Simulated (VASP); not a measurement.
The input files of a VASP run:

File KPOINTS:
```
Automatic mesh
0
Gamma
17 17 17
0 0 0
```

File POSCAR:
```
Cu
1
    0.0000000000     1.7477398555     1.7477398555
    1.7477398555     0.0000000000     1.7477398555
    1.7477398555     1.7477398555     0.0000000000
Cu
1
Direct
  0.0000000000   0.0000000000   0.0000000000
```

INCAR:
```
SYSTEM = Cu
PREC = Accurate
ENCUT = 520
EDIFF = 1E-7
NELM = 100
ALGO = Normal
LREAL = .FALSE.
LASPH = .TRUE.
ISMEAR = 1
SIGMA = 0.1
GGA = PE
IVDW = 11
LMAXMIX = 4
LWAVE = .FALSE.
LCHARG = .FALSE.
ISIF = 2
```

POTCAR, in this order: Cu (PBE.64 set). Program: vasp_std.

Q: Write an equivalent input for Quantum ESPRESSO's pw.x.

A: One equivalent input (not run):
```
&CONTROL
  calculation = 'scf'
  pseudo_dir = './pseudo'
  outdir = './out'
  tprnfor = .true.
  tstress = .true.
/
&SYSTEM
  ibrav = 0
  nat = 1
  ntyp = 1
  ecutwfc = 92
  occupations = 'smearing'
  smearing = 'methfessel-paxton'
  degauss = 0.00735
  input_dft = 'pbe'
  vdw_corr = 'grimme-d3'
  dftd3_version = 3
  dftd3_threebody = .false.
/
&ELECTRONS
  conv_thr = 7.3e-09
  electron_maxstep = 100
/
ATOMIC_SPECIES
  Cu 63.546 Cu.upf
CELL_PARAMETERS angstrom
     0.0000000    1.7477399    1.7477399
     1.7477399    0.0000000    1.7477399
     1.7477399    1.7477399    0.0000000
ATOMIC_POSITIONS crystal
  Cu   0.0000000  0.0000000  0.0000000
K_POINTS automatic
  17 17 17 0 0 0
```
What does not carry over: the potentials are each code's own (VASP's PAW set, PseudoDojo norm-conserving files in pw.x), so ENCUT and ecutwfc are chosen apart and not converted; conv_thr bounds pw.x's estimated SCF error, while EDIFF bounds the energy change between steps.

The compound is Cu in the fcc structure. This cell is one point of a volume scan, at 0.94 of the reference volume.
